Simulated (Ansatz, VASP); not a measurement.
# ZnS (Wurtzite-2H): VASP beside Ansatz, part 3 of 3

Wanted: the spread between two codes on one cell, functional and k mesh. The cell is taken from a series of runs on this material, whose earlier steps may have relaxed, scaled, displaced or heated it; both programs get it as it stands.

VASP 6.6.1 and Ansatz 0.2.0.

So far: The structure; VASP: zone-centre phonons, LDA.

## (3) Ansatz: zone-centre phonons, LDA

Level of this step: Ansatz beside VASP: Kohn-Sham DFT, plane waves, LDA (Ansatz).

Ansatz runs on its PAW soft_1 files.

The same cell, functional (in two slightly different forms) and mesh now go to Ansatz, which takes its cutoff from its data sets.

input.yaml reads:

```yaml
crystal:
  lattice:
    - [3.7785796008, 0.0, 0.0]
    - [-1.8892898004, 3.2723459246, 0.0]
    - [0.0, 0.0, 5.897131245]
  atoms:
    - { symbol: S, position: [0.3333333193, 0.6666666807, 0.3848255654] }
    - { symbol: S, position: [0.6666666807, 0.3333333193, 0.8848255654] }
    - { symbol: Zn, position: [0.3333333471, 0.6666666529, 0.0001744346] }
    - { symbol: Zn, position: [0.6666666529, 0.3333333471, 0.5001744346] }
kpoints:
  mp_grid: { grid: [12, 12, 8] }
hamiltonian:
  xc: lda
  pseudopotentials: { kind: paw, azcp: { folder: soft_1 }, xc_functional: pbe }
scf:
  occupations: { method: fixed }
output:
  eigenvalues: true
phonons:
  method: dfpt
  dielectric: true
  rigid_motions: translations
```

Started as:

```sh
> ansatz run input.yaml --threads 4 --pin off --max-ram 16384MiB --backend cpu --events-out ev --progress --plain --runs-dir out
```

Numbers of over 12 decimals in the logs are rounded to 6 here.

What it wrote:

```text
Engine: ansatz 0.2.0, aarch64-unknown-linux-gnu
Pseudopotentials: kind: paw
Pseudopotential: S, paw, valence charge 6, recommended cutoff 420 eV (normal), soft_1/S.paw.azcp
Pseudopotential: Zn, paw, valence charge 12, recommended cutoff 420 eV (normal), soft_1/Zn.paw.azcp
Functional definition: SPW92
  exchange = slater_x
  correlation = pw_c
Crystal: 4 atoms, lattice volume = 72.917 Å³
Basis set: ecut = 420 eV, 1423 PW (Γ), exchange–correlation on 54×54×80 points (8 copies of the dense FFT grid, shifted against one another)
Bands: 22, of which v1, the nominal top of the filled ones, is band 18 counted from 1 (17 counted from 0)
Symmetry: 12 space group operations
k-points: 320 of 1152 (irreducible under 2 space group operations, time reversal used)
Non-local potential: S, projectors of the file, l = 0: 2, l = 1: 2, l = 2: 1
Non-local potential: Zn, projectors of the file, l = 0: 2, l = 1: 2, l = 2: 3, l = 3: 1
PAW form: soft (Blöchl's): semilocal exchange-correlation on the pseudo side does not see the compensation charge
PAW frozen core: S, regenerated for the run's functional, and the local potential with it (the file was generated under x = pbe(κ = 0.804, μ = 0.219515), c = pbe(β = 0.066725))
PAW frozen core: Zn, regenerated for the run's functional, and the local potential with it (the file was generated under x = pbe(κ = 0.804, μ = 0.219515), c = pbe(β = 0.066725))
PAW one-centre angular grid: S, 110 points (default); XC on 64 Gauss nodes
PAW one-centre angular grid: Zn, 590 points (default); XC on 64 Gauss nodes
Initial density: superposition of atomic densities (chi_scale 0.1, normalization cell, long waves kept (reshape's long-wave potential 0.00 eV rms))
Initial wavefunctions: pseudopotential atomic-orbital guess
Functional: x = slater, c = lda
SCF iter   1: F=—  HF=-8235.036773 eV  |F-HF|=—  |Δ(HF+E_count)|=         —  Δρ=3.84e-2  dr2=6.90e-1  ethr=3.10e-3  ⟨swp⟩=5.0  Hψ=34756  notcnv=0  defer=614
preconditioner: auto → Resta (q_TF=auto, 2.426 Å⁻¹)  ε∞=6.4  [insulator: Δε(μ)=2.527 eV  Ē_g=11.271 eV  n_scr=22 (ndim 8)  ℏωp=26.1 eV  f_vac=0.003  ε∞_Penn≈6.4]
SCF iter   2: F=—  HF=-8234.872395 eV  |F-HF|=—  |Δ(HF+E_count)|=   1.64e-1  Δρ=1.62e-2  dr2=1.58e-1  ethr=1.92e-3  ⟨swp⟩=3.0  Hψ=15347  notcnv=0  defer=632
SCF iter   3: F=—  HF=-8234.838643 eV  |F-HF|=—  |Δ(HF+E_count)|=   3.38e-2  Δρ=1.05e-2  dr2=5.39e-2  ethr=4.38e-4  ⟨swp⟩=2.0  Hψ=12820  notcnv=0  defer=632
SCF iter   4: F=—  HF=-8234.820242 eV  |F-HF|=—  |Δ(HF+E_count)|=   1.84e-2  Δρ=3.05e-3  dr2=4.49e-3  ethr=1.50e-4  ⟨swp⟩=2.0  Hψ=15366  notcnv=0  defer=634
SCF iter   5: F=—  HF=-8234.820414 eV  |F-HF|=—  |Δ(HF+E_count)|=   1.72e-4  Δρ=5.11e-4  dr2=2.19e-4  ethr=1.25e-5  ⟨swp⟩=2.1  Hψ=12190  notcnv=0  defer=637
SCF iter   6: F=—  HF=-8234.820487 eV  |F-HF|=—  |Δ(HF+E_count)|=   7.29e-5  Δρ=2.48e-4  dr2=3.98e-5  ethr=6.07e-7  ⟨swp⟩=2.9  Hψ=12353  notcnv=0  defer=618
SCF iter   7: F=—  HF=-8234.820496 eV  |F-HF|=—  |Δ(HF+E_count)|=   8.87e-6  Δρ=6.56e-5  dr2=1.39e-6  ethr=1.10e-7  ⟨swp⟩=2.7  Hψ=12857  notcnv=0  defer=4
SCF iter   8: F=—  HF=-8234.820498 eV  |F-HF|=—  |Δ(HF+E_count)|=   1.98e-6  Δρ=1.80e-5  dr2=1.43e-7  ethr=3.86e-9  ⟨swp⟩=2.5  Hψ=12486  notcnv=0  defer=4
SCF iter   9: F=—  HF=-8234.820498 eV  |F-HF|=—  |Δ(HF+E_count)|=   2.06e-8  Δρ=1.62e-6  dr2=2.41e-9  ethr=3.97e-10  ⟨swp⟩=2.2  Hψ=12462  notcnv=0  defer=4
SCF iter  10: F=-8234.820498 eV  HF=-8234.820498 eV  |F-HF|=1.27e-11  |Δ(HF+E_count)|=  1.15e-10  Δρ=3.09e-7  dr2=7.30e-11  ethr=1.00e-12  ⟨swp⟩=8.6  Hψ=58994  notcnv=0
SCF 1 converged in 10 iterations: F = -8234.820498 eV  dr2 = 7.30e-11
  greatest PAW one-centre occupation: 0.983 electrons in one spin orbital (limit 2), on the Zn atom at site 3 (counted from 0), in its partial waves of l = 2
DFPT response loops at Γ: preconditioner auto → Resta (q_TF=auto, 2.426 Å⁻¹)  ε∞=5.2 (no band partly filled); β = 1.00, the filter's whole step (`scf.mixing.beta` (0.50) is not read by the response loops at its default; to damp them type it under 1.00, their step now; it binds the ground state too); Broyden in place of MSR1
── the response to a field inside a basis, on 12×12×8 k-points: an SCF that follows is theirs, and a resumed run solves both again ──
Bands: 19, of which v1, the nominal top of the filled ones, is band 18 counted from 1 (17 counted from 0)
k-points: 168 of 1152 (irreducible under 4 space group operations, time reversal used)
Initial density: handed on by an earlier stage of this run
Initial wavefunctions: pseudopotential atomic-orbital guess (no wavefunctions were taken with the density)
Eigensolver: Dense (168 Hₖ)
SCF iter   1: F=—  HF=-8234.817633 eV  |F-HF|=—  |Δ(HF+E_count)|=         —  Δρ=1.49e-4  dr2=2.34e-6  ethr=1.00e-1
preconditioner: auto → Resta (q_TF=auto, 2.426 Å⁻¹)  ε∞=8.0  [insulator: Δε(μ)=2.547 eV  Ē_g=9.827 eV  n_scr=22 (ndim 8)  ℏωp=26.1 eV  f_vac=0.029  ε∞_Penn≈8.0]
SCF iter   2: F=—  HF=-8234.817634 eV  |F-HF|=—  |Δ(HF+E_count)|=   9.38e-7  Δρ=1.13e-4  dr2=3.10e-6  ethr=6.50e-9
SCF iter   3: F=—  HF=-8234.817634 eV  |F-HF|=—  |Δ(HF+E_count)|=   1.69e-7  Δρ=3.03e-5  dr2=1.12e-7  ethr=6.50e-9
SCF iter   4: F=-8234.817634 eV  HF=-8234.817634 eV  |F-HF|=1.24e-8  |Δ(HF+E_count)|=   1.60e-7  Δρ=5.18e-6  dr2=4.84e-9  ethr=3.11e-10
SCF 1 converged in 4 iterations: F = -8234.817634 eV  dr2 = 4.84e-9
DFPT response loops at Γ: preconditioner auto → Resta (q_TF=auto, 2.426 Å⁻¹)  ε∞=4.9 (no band partly filled); β = 1.00, the filter's whole step (`scf.mixing.beta` (0.50) is not read by the response loops at its default; to damp them type it under 1.00, their step now; it binds the ground state too); Broyden in place of MSR1
SCF converged after 10 iterations
Free energy (F): -8234.820498 eV
Harris-Foulkes:  -8234.820498 eV  (|F-HF|=1.27e-11)
Internal energy: -8234.820498 eV  (E = F + TS)
E sigma→0 (E₀):  -8234.820498 eV
Fermi energy:    6.631604 eV
--- Per-component energies (eV) ---
  E_band       = 24.016461
  E_kinetic    = 513.140009
  E_local      = -4450.260766  (includes V_loc(G=0)·N_el)
  E_nonlocal   = 1714.953671
  E_hartree    = 1691.575503
  E_xc         = -334.293818
  E_vxc        = -272.222880  (∫ρ·V_xc dr)
  E_paw        = -4803.902890  (= ΣΔE_a)
  E_vpaw       = -864.744348  (= ΣTr[D̂ρ^β])
  E_aug_tail   = -0.000508  (compensation charges beyond the density's cutoff)
  E_ewald      = -2569.452381
  E_core_change = 3.420682  (= ΣΔE_core)
  E_smearing   = -0.000000  (= −TS)
  E_closure    = -0.000000  (closes the sum)
  Σ components = -8234.820498   (vs F -8234.820498, Δ=0.00e0)
--- Band table (eV; the first three rows and the last of 320) ---
  k-point 0: bands = [... 14 lower, 5.3743, 6.4986, 6.4986, 6.6316, 8.8890, 9.0985, 12.4022, 12.4022]
  k-point 1: bands = [... 14 lower, 5.4133, 6.2646, 6.4514, 6.4514, 9.1525, 9.2073, 12.4188, 12.4188]
  k-point 2: bands = [... 14 lower, 5.5258, 5.5258, 6.3191, 6.3191, 9.3127, 9.7525, 12.4859, 12.4859]
  k-point 319: bands = [... 14 lower, 3.6107, 3.6107, 5.1601, 5.1601, 11.1665, 11.1665, 12.7237, 12.7237]
--- Phonons (Γ-DFPT): 4 representative perturbations + reference, on 320 of 1152 k-points (Σ response iterations 12) ---
  k mesh reduced under 2 symmetry operations, with k and −k counted as one. Each operation leaves every solved perturbation unchanged. A smaller set is not considered because the run solves the response to a homogeneous field
  ASR residual: 1.848e-4 → 0.000e0 eV/Å²; symmetrization residual: 4.070e-5 eV/Å²
  ASR residual per site (eV/Å²): 1.85e-4 1.85e-4 1.50e-4 1.50e-4
  Γ frequencies (cm⁻¹): 0.00 0.00 0.00 64.89 64.89 193.86 299.31 300.67 300.67 310.34 310.34 367.87
  ε∞ (high-frequency dielectric tensor):
        6.149368     0.000000     0.000000
        0.000000     6.149368    -0.000000
        0.000000    -0.000000     6.071116
  ε⁰ (static dielectric tensor: ions relaxed, cell fixed):
        8.513643     0.000000     0.000000
        0.000000     8.513643    -0.000000
        0.000000    -0.000000     8.549771
  ε⁰ − ε∞ (ionic part):
        2.364275     0.000000     0.000000
        0.000000     2.364275    -0.000000
        0.000000    -0.000000     2.478656
  softest optical mode at Γ: 64.89 cm⁻¹; the repairs (sum rule, projections) moved no ω² at Γ by more than (2.39 cm⁻¹)²
  Born effective charges Z* (e; rows j = field, columns β = displacement):
    site 0:
        -1.84569   -0.00000   -0.00000
        -0.00000   -1.84569   -0.00000
        -0.00000    0.00000   -1.88130
    site 1:
        -1.84569    0.00000   -0.00000
         0.00000   -1.84569   -0.00000
        -0.00000   -0.00000   -1.88130
    site 2:
         1.84569   -0.00000    0.00000
        -0.00000    1.84569    0.00000
         0.00000    0.00000    1.88130
    site 3:
         1.84569    0.00000    0.00000
         0.00000    1.84569   -0.00000
         0.00000   -0.00000    1.88130
  Z* charge neutrality: 5.128e-4 e pre-enforcement
  solved inside a basis spanned on kpoints, on 12×12×8 k-points, its susceptibility summed on 16×16×8: ε∞ is read to err by 1.9e-2, Z* by 1.3e-2 e (field_mesh: kpoints solves on kpoints); Z* is corrected for what the basis lacks
  optical modes at Γ without the LO–TO term, one row a degenerate level:
      ω (cm⁻¹)  modes    IR ((D/Å)²/amu)
         64.89      2             0.0000
        193.86      1             0.0000
        299.31      1             7.5916
[...]
optical modes at Γ + LO–TO along q̂ = [1.0000, 0.0000, 0.0000]:
      ω (cm⁻¹)  modes    IR ((D/Å)²/amu)
[...]
optical modes at Γ + LO–TO along q̂ = [0.0000, 1.0000, 0.0000]:
      ω (cm⁻¹)  modes    IR ((D/Å)²/amu)
[...]
353.78      1             7.3070
        367.87      1             0.0000
  optical modes at Γ + LO–TO along q̂ = [0.0000, 0.0000, 1.0000]:
      ω (cm⁻¹)  modes    IR ((D/Å)²/amu)
         64.89      2             0.0000
        193.86      1             0.0000
        300.67      2            14.6140
        310.34      2             0.0000
        355.20      1             7.5916
        367.87      1             0.0000
```

The column dr2 measures how far the density is from self-consistency, as an energy; F and HF (Harris–Foulkes) agree once it is small.

## (4) Differences

Known differences besides the potentials themselves: the two LDA forms differ slightly; fixed occupations in Ansatz, narrow Gaussian smearing in VASP; VASP's response is taken on the typed mesh, Ansatz refines its own for the field response alone; the cutoff is 420 eV in Ansatz and 500 eV in VASP; VASP's log shows a relativistic correction to its local exchange, Ansatz's none. Total energies have different zeros and are not compared.

Both answers:

| quantity | Ansatz | VASP | difference |
| --- | --- | --- | --- |
| ε∞ xx | 6.15 | 6.10 | +0.81 % |
| ε∞ yy | 6.15 | 6.10 | +0.81 % |
| ε∞ zz | 6.07 | 6.02 | +0.84 % |
| Born charge of S1 (mean of the diagonal) (e) | -1.86 | -1.87 | +0.01 |
| Born charge of Zn3 (mean of the diagonal) (e) | 1.86 | 1.87 | -0.01 |
| optical mode 1 to 2 (cm⁻¹) | 64.9 | 63.6 | +2.00 % |
| optical mode 3 (cm⁻¹) | 193.9 | 193.6 | +0.12 % |
| optical mode 4 (cm⁻¹) | 299.3 | 300.9 | -0.52 % |
| optical mode 5 to 6 (cm⁻¹) | 300.7 | 302.3 | -0.54 % |
| optical mode 7 to 8 (cm⁻¹) | 310.3 | 312.0 | -0.52 % |
| optical mode 9 (cm⁻¹) | 367.9 | 369.3 | -0.39 % |

Modes are paired by rising frequency, not by their patterns, so a pair may set unlike modes beside each other; they are those without the splitting of longitudinal modes.

## (5) What came out

| Quantity | Value |
| --- | --- |
| r.m.s. difference of the optical zone-centre modes, each program's sorted by frequency (zone-centre phonons, LDA) | 1.4 cm⁻¹ |
| difference in optical mode 1 to 2 (zone-centre phonons, LDA) | +2.0 % |

What this shows: The r.m.s. difference of the optical zone-centre modes, each program's sorted by frequency is 1.4 cm⁻¹ (zone-centre phonons, LDA). Among the rows given in per cent, the largest difference of the zone-centre phonons, LDA pair is in optical mode 1 to 2, +2.0 %. How closely two codes agree says nothing of how well the functional describes the real material.

[Lines on the potential files, build, host, timing and source positions are cut from VASP's logs without a mark.]

[Logs are printed without paths, hosts, clocks, repeated set-up lines and the standing remarks that a program may print on its own settings, such as how far it seeks lower states.]

[Hosts, paths, dates, database ids (printed as entryN), source tags and the programs' standing remarks are cut or masked in the printed files.]
